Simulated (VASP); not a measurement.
Data:

```
SrVO3
1.0
    3.79665     0.00000     0.00000
    0.00000     3.79665     0.00000
    0.00000     0.00000     3.79665
Sr V O
1 1 3
Direct
  0.00000   0.00000   0.00000
  0.50000   0.50000   0.50000
  0.50000   0.00000   0.50000
  0.00000   0.50000   0.50000
  0.50000   0.50000   0.00000
```

Calculation: optB86b-vdW, VASP's PBE PAW potentials (set 64) (plane waves; VASP). Run with 520 eV cut-off, 8×8×8 Γ-centred mesh, first-order Methfessel-Paxton smearing of 0.10 eV, potentials Sr_sv V_sv O.

**Question.** Give the stress tensor in GPa (positive for a compressed cell).

**Answer.** 
```
6.49  0.00  0.00
0.00  6.49  0.00
0.00  0.00  6.49
```
The pressure is its mean diagonal, 6.49 GPa.

The compound is SrVO3 in the cubic perovskite structure. This cell is one point of a volume scan, at 0.97 of the reference volume. The run is not spin-polarised, so no magnetic state was tried. The electron count is odd and the run is not spin-polarised, which forces a metal.
